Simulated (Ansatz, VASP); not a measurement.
## PtS2 in two plane-wave programs

One calculation is typed for both programs; each brings its own data sets. How far apart do they land? Of the first pair: The structure shown is the end of the Ansatz relaxation below.

Calculated with Ansatz 0.2.0; plane waves, with VASP 6.6.1 beside it; PBE with D3(BJ).

## Step 1: The starting structure

The cell holds 15 atoms: 5 Pt and 10 S. Cell: a = 3.574 Å, b = 3.574 Å, c = 68.920 Å, α = 90.0°, β = 90.0°, γ = 120.0°. Vacuum lies along c.

## Step 2: Ansatz: relaxation, PBE with D3(BJ)

Ansatz runs on its PAW soft_1 files.

This run makes the geometry at which the two programs are then compared.

input.yaml

```yaml
crystal:
  lattice:
    - [3.5739055799, 0.0, 0.0]
    - [-1.78695279, 3.0950930229, 0.0]
    - [0.0, 0.0, 68.91998144]
  atoms:
    - { symbol: Pt, position: [0.0, 0.0, 0.1435605506] }
    - { symbol: S, position: [0.3333333333, 0.6666666667, 0.1609994719] }
    - { symbol: S, position: [0.6666666667, 0.3333333333, 0.1256555846] }
    - { symbol: Pt, position: [0.0, 0.0, 0.2117842369] }
    - { symbol: S, position: [0.3333333333, 0.6666666667, 0.2293547791] }
    - { symbol: S, position: [0.6666666667, 0.3333333333, 0.1941939599] }
    - { symbol: Pt, position: [0.0, 0.0, 0.2797447068] }
    - { symbol: S, position: [0.3333333333, 0.6666666667, 0.297320831] }
    - { symbol: S, position: [0.6666666667, 0.3333333333, 0.2621685826] }
    - { symbol: Pt, position: [0.0, 0.0, 0.3477051767] }
    - { symbol: S, position: [0.3333333333, 0.6666666667, 0.3652954536] }
    - { symbol: S, position: [0.6666666667, 0.3333333333, 0.3301346345] }
    - { symbol: Pt, position: [0.0, 0.0, 0.415928863] }
    - { symbol: S, position: [0.3333333333, 0.6666666667, 0.433833829] }
    - { symbol: S, position: [0.6666666667, 0.3333333333, 0.3984899417] }
  periodic: [true, true, false]
kpoints:
  mp_grid: { grid: [9, 9, 1] }
hamiltonian:
  xc: pbe
  dispersion: d3bj
  pseudopotentials: { kind: paw, azcp: { folder: soft_1 } }
scf:
  occupations: { method: fixed }
output:
  forces: true
  stress: true
  eigenvalues: true
relax:
  adjacent_minimum: "off"
  f_tol: 0.001
  max_steps: 60
  cell: { stress_2d_tol: 0.002 }
```

Run with:

```console
$ ansatz run input.yaml --threads 4 --pin off --max-ram 20480MiB --backend cpu --events-out ev --progress --plain --runs-dir out
```

Numbers of over 12 decimals in the logs are rounded to 6 here.

Output:

```text
Engine: ansatz 0.2.0, aarch64-unknown-linux-gnu
Pseudopotentials: kind: paw
Pseudopotential: Pt, paw, valence charge 18, recommended cutoff 420 eV (normal), soft_1/Pt.paw.azcp
Pseudopotential: S, paw, valence charge 6, recommended cutoff 420 eV (normal), soft_1/S.paw.azcp
Functional definition: PBE
  parameter kappa = 0.804
  parameter beta = 0.066725
  exchange = pbe_x(kappa = kappa, mu = beta*pi^2/3)
  correlation = pbe_c(beta = beta)
Crystal: 15 atoms, lattice volume = 762.363 Å³
Basis set: ecut = 420 eV, 14649 PW (Γ), exchange–correlation on 48×48×960 points (8 copies of the dense FFT grid, shifted against one another)
Bands: 90, of which v1, the nominal top of the filled ones, is band 75 counted from 1 (74 counted from 0)
Symmetry: 12 space group operations
Space group: P-3m1 (ITA 164), of the structure as read, at distance tolerance 9.1e-5 Å
k-points: 12 of 81
Non-local potential: Pt, projectors of the file, l = 0: 3, l = 1: 2, l = 2: 2, l = 3: 1
Non-local potential: S, projectors of the file, l = 0: 2, l = 1: 2, l = 2: 1
PAW form: soft (Blöchl's): semilocal exchange-correlation on the pseudo side does not see the compensation charge
PAW one-centre angular grid: Pt, 590 points (default); XC on 64 Gauss nodes
PAW one-centre angular grid: S, 110 points (default); XC on 64 Gauss nodes
Initial density: superposition of atomic densities (neutral atoms: chi_scale 0, normalization atom)
Initial wavefunctions: pseudopotential atomic-orbital guess
Functional: x = pbe(κ = 0.804, μ = 0.219515), c = pbe(β = 0.066725)
SCF iter   1: F=—  HF=-71661.718073 eV  |F-HF|=—  |Δ(HF+E_count)|=         —  Δρ=6.04e-2  dr2=3.41e1  ethr=3.10e-3  ⟨swp⟩=7.4  Hψ=5694  notcnv=0  defer=136
preconditioner: auto → Resta (q_TF=auto, 2.081 Å⁻¹)  ε∞=3.6  [insulator: Δε(μ)=1.175 eV  Ē_g=8.744 eV  n_scr=110 (ndim 8)  ℏωp=14.1 eV  f_vac=0.644  ε∞_Penn≈3.6  vacuum switching on, ρ_ref=5.5e-3 e/Å³]
SCF iter   2: F=—  HF=-71656.922641 eV  |F-HF|=—  |Δ(HF+E_count)|=    4.80e0  Δρ=2.70e-2  dr2=8.40e0  ethr=3.10e-3  ⟨swp⟩=4.6  Hψ=3259  notcnv=0  defer=139
SCF iter   3: F=—  HF=-71655.358903 eV  |F-HF|=—  |Δ(HF+E_count)|=    1.56e0  Δρ=1.19e-2  dr2=3.75e-1  ethr=3.10e-3  ⟨swp⟩=3.5  Hψ=2393  notcnv=0  defer=145
SCF iter   4: F=—  HF=-71655.456841 eV  |F-HF|=—  |Δ(HF+E_count)|=   9.79e-2  Δρ=3.99e-3  dr2=1.45e0  ethr=2.50e-4  ⟨swp⟩=4.8  Hψ=2332  notcnv=0  defer=156
SCF iter   5: F=—  HF=-71655.360925 eV  |F-HF|=—  |Δ(HF+E_count)|=   9.59e-2  Δρ=1.64e-3  dr2=4.12e-2  ethr=2.50e-4  ⟨swp⟩=3.8  Hψ=1509  notcnv=0  defer=157
SCF iter   6: F=—  HF=-71655.362050 eV  |F-HF|=—  |Δ(HF+E_count)|=   1.12e-3  Δρ=8.20e-4  dr2=2.90e-2  ethr=2.75e-5  ⟨swp⟩=4.5  Hψ=2222  notcnv=0  defer=156
SCF iter   7: F=—  HF=-71655.360634 eV  |F-HF|=—  |Δ(HF+E_count)|=   1.42e-3  Δρ=4.67e-4  dr2=5.81e-3  ethr=1.94e-5  ⟨swp⟩=4.2  Hψ=1792  notcnv=0  defer=156
SCF iter   8: F=—  HF=-71655.360049 eV  |F-HF|=—  |Δ(HF+E_count)|=   5.85e-4  Δρ=1.58e-4  dr2=4.31e-4  ethr=3.87e-6  ⟨swp⟩=3.1  Hψ=1897  notcnv=0  defer=156
SCF iter   9: F=—  HF=-71655.360082 eV  |F-HF|=—  |Δ(HF+E_count)|=   3.34e-5  Δρ=6.79e-5  dr2=7.37e-5  ethr=2.87e-7  ⟨swp⟩=3.2  Hψ=2344  notcnv=0  defer=156
SCF iter  10: F=—  HF=-71655.360202 eV  |F-HF|=—  |Δ(HF+E_count)|=   1.20e-4  Δρ=2.16e-5  dr2=5.29e-6  ethr=4.91e-8  ⟨swp⟩=2.8  Hψ=1943  notcnv=0  defer=155
SCF iter  11: F=—  HF=-71655.360204 eV  |F-HF|=—  |Δ(HF+E_count)|=   1.66e-6  Δρ=7.03e-6  dr2=1.14e-6  ethr=3.53e-9  ⟨swp⟩=3.5  Hψ=2400  notcnv=0  defer=154
SCF iter  12: F=-71655.360204 eV  HF=-71655.360204 eV  |F-HF|=3.30e-8  |Δ(HF+E_count)|=   5.88e-8  Δρ=2.73e-6  dr2=8.20e-8  ethr=6.67e-11  ⟨swp⟩=28.0  Hψ=11040  notcnv=0
SCF 1 converged in 12 iterations: F = -71655.360204 eV  dr2 = 8.20e-8
  greatest PAW one-centre occupation: 1.000 electrons in one spin orbital (limit 2), on the Pt atom at site 6 (counted from 0), in its partial waves of l = 0
relax step   1: F+E_penalty+E_count = -71655.36020416 eV  Δ(F+E_penalty+E_count) = +0.000e0 eV  max|allowed force component| = 2.468e-3 eV/Å  Δτ_max = 0.0000 Å  P = -0.001 N/m  Ω = 762.363 Å³  fix = [c, alpha, beta]  reactions: c -0.000 N/m  (12 SCF iters, dr2 threshold 1.00e-7 eV, accepted)
Crystal: 15 atoms, lattice volume = 762.303 Å³
Initial density: handed on by an earlier stage of this run
Initial wavefunctions: those handed on with the density
iter 1 solved again at ethr=1.82e-8 eV; its pass at ethr=3.10e-3 eV (dr2=2.73e-5 eV) is discarded
SCF iter   1: F=—  HF=-71655.360092 eV  |F-HF|=—  |Δ(HF+E_count)|=         —  Δρ=1.08e-4  dr2=2.76e-5  ethr=1.82e-8  ⟨swp⟩=3.0  Hψ=4082  notcnv=0  defer=95
preconditioner: auto → Resta (q_TF=auto, 2.081 Å⁻¹)  ε∞=3.7  [insulator: Δε(μ)=0.381 eV  Ē_g=8.630 eV  n_scr=110 (ndim 8)  ℏωp=14.1 eV  f_vac=0.646  ε∞_Penn≈3.7  vacuum switching on, ρ_ref=5.4e-3 e/Å³]
[...]
SCF iter  15: F=-71655.360208 eV  HF=-71655.360208 eV  |F-HF|=8.73e-11  |Δ(HF+E_count)|=  1.46e-11  Δρ=1.45e-9  dr2=3.70e-14  ethr=1.00e-12  ⟨swp⟩=28.8  Hψ=9611  notcnv=0
SCF 4 converged in 15 iterations: F = -71655.360208 eV  dr2 = 3.70e-14
relax step   4: F+E_penalty+E_count = -71655.36020833 eV  Δ(F+E_penalty+E_count) = +1.466e-6 eV  max|allowed force component| = 2.079e-4 eV/Å  Δτ_max = 0.0000 Å  P = +0.000 N/m  Ω = 762.338 Å³  fix = [c, alpha, beta]  reactions: c +0.000 N/m  stress off target by 2.14e-4 N/m on what of the cell is left free  SCF on the basis re-selected at this cell (its energy is not comparable with the rows above)  (15 SCF iters)
basis re-selected at this cell: Δ(F+E_penalty+E_count) = +1.466e-6 eV, ΔP = -0.000 N/m vs the last step (what re-selecting the basis moved, of the pressure what is left beyond the Pulay correction that the steps carried, after the strain that the cell walked since its last selection, with what the two solves' SCF thresholds leave and, on support functions, any second-order correction that the steps lacked; it is no m [...]
SCF converged after 15 iterations
Free energy (F): -71655.360208 eV
Harris-Foulkes:  -71655.360208 eV  (|F-HF|=8.73e-11)
Internal energy: -71655.360208 eV  (E = F + TS)
E sigma→0 (E₀):  -71655.360208 eV
Fermi energy:    -5.218413 eV
--- Per-component energies (eV) ---
  E_band       = -4059.856688
  E_kinetic    = 4032.236323
  E_local      = -1762284.897787  (includes V_loc(G=0)·N_el)
  E_nonlocal   = 1360.231830
  E_hartree    = 878349.110990
  E_xc         = -2049.617818
  E_vxc        = -2183.124140  (∫ρ·V_xc dr)
  E_paw        = -53502.296863  (= ΣΔE_a)
  E_vpaw       = -1682.530476  (= ΣTr[D̂ρ^β])
  E_aug_tail   = 0.005527  (compensation charges beyond the density's cutoff)
  E_ewald      = 862446.046780
  E_disp       = -6.179191  (pairwise vdW)
  E_smearing   = -0.000000  (= −TS)
  E_closure    = -0.000000  (closes the sum)
  Σ components = -71655.360208   (vs F -71655.360208, Δ=0.00e0)
--- Forces (eV/Å), atoms counted from 1 ---
  atom   1  Pt    -0.00000000    -0.00000000     0.00000067
  atom   2  S     -0.00000000    -0.00000000    -0.00003825
  atom   3  S      0.00000000     0.00000000     0.00020794
  atom   4  Pt    -0.00000000    -0.00000000     0.00005776
  atom   5  S     -0.00000000    -0.00000000    -0.00010282
  atom   6  S      0.00000000     0.00000000     0.00007817
  atom   7  Pt     0.00000000    -0.00000000     0.00000000
  atom   8  S     -0.00000000    -0.00000000    -0.00004980
  atom   9  S      0.00000000     0.00000000     0.00004980
  atom  10  Pt     0.00000000     0.00000000    -0.00005776
  atom  11  S     -0.00000000     0.00000000    -0.00007817
  atom  12  S      0.00000000     0.00000000     0.00010282
  atom  13  Pt     0.00000000     0.00000000    -0.00000067
  atom  14  S      0.00000000    -0.00000000    -0.00020794
  atom  15  S      0.00000000     0.00000000     0.00003825
  max |Σ_I F_I| component: 9.83e-18 eV/Å
--- 2D stress c σ (N/m, compression-positive) ---
        0.000214      -0.000000      -0.000000
       -0.000000       0.000214      -0.000000
       -0.000000      -0.000000       0.000000
  P = ½ c Tr σ = 0.0002 N/m
--- Band table (eV; the first three rows and the last of 12) ---
  k-point 0: bands = [... 71 lower, -6.4735, -6.1106, -5.6358, -5.2184, -3.8030, -3.8030, -3.5652, -3.5652, ... 11 higher]
  k-point 1: bands = [... 71 lower, -5.7453, -5.6824, -5.5620, -5.3666, -4.1310, -4.0422, -3.9719, -3.8652, ... 11 higher]
  k-point 2: bands = [... 71 lower, -6.5603, -6.2924, -5.9417, -5.5754, -4.6246, -4.5379, -4.3116, -4.2678, ... 11 higher]
  k-point 11: bands = [... 71 lower, -7.0963, -7.0963, -6.9659, -6.9659, -4.8100, -4.8100, -4.4990, -4.4990, ... 11 higher]
  ° read free of the cell's end (the report's vacuum.weakly_bound_levels)
--- Relaxed structure (3 steps of the walk, 3 accepted, 1 SCFs on fresh bases) ---
  F+E_penalty+E_count = -71655.36020833 eV   max|allowed force component| = 2.079e-4 eV/Å   (the final SCF, on the basis selected at the relaxed cell)
  cell:  # Å, volume = 762.3380 Å³
    - [3.573846, 2.8867035735891552e-11, 0]
    - [-1.786923, 3.095042, 0]
    - [0, 0, 68.91998144]
  atoms:
    - { symbol: Pt, position: [0, 0, 0.143577] }
    - { symbol: S, position: [0.333333, 0.666667, 0.161018] }
    - { symbol: S, position: [0.666667, 0.333333, 0.125668] }
    - { symbol: Pt, position: [0, 0, 0.211806] }
    - { symbol: S, position: [0.333333, 0.666667, 0.229377] }
    - { symbol: S, position: [0.666667, 0.333333, 0.194213] }
    - { symbol: Pt, position: [0, 0, 0.279745] }
    - { symbol: S, position: [0.333333, 0.666667, 0.297320] }
    - { symbol: S, position: [0.666667, 0.333333, 0.262169] }
    - { symbol: Pt, position: [0, 0, 0.347684] }
    - { symbol: S, position: [0.333333, 0.666667, 0.365276] }
    - { symbol: S, position: [0.666667, 0.333333, 0.330112] }
    - { symbol: Pt, position: [0, 0, 0.415912] }
    - { symbol: S, position: [0.333333, 0.666667, 0.433821] }
    - { symbol: S, position: [0.666667, 0.333333, 0.398472] }
```

The column dr2 measures how far the density is from self-consistency, as an energy; F and HF (Harris–Foulkes) agree once it is small.

[end of part 1 of 3]

[Lines on the potential files, build, host, timing and source positions are cut from VASP's logs without a mark.]

[Logs are printed without paths, hosts, clocks, repeated set-up lines and the standing remarks that a program may print on its own settings, such as how far it seeks lower states.]

[Hosts, paths, dates, database ids (printed as entryN), source tags and the programs' standing remarks are cut or masked in the printed files.]
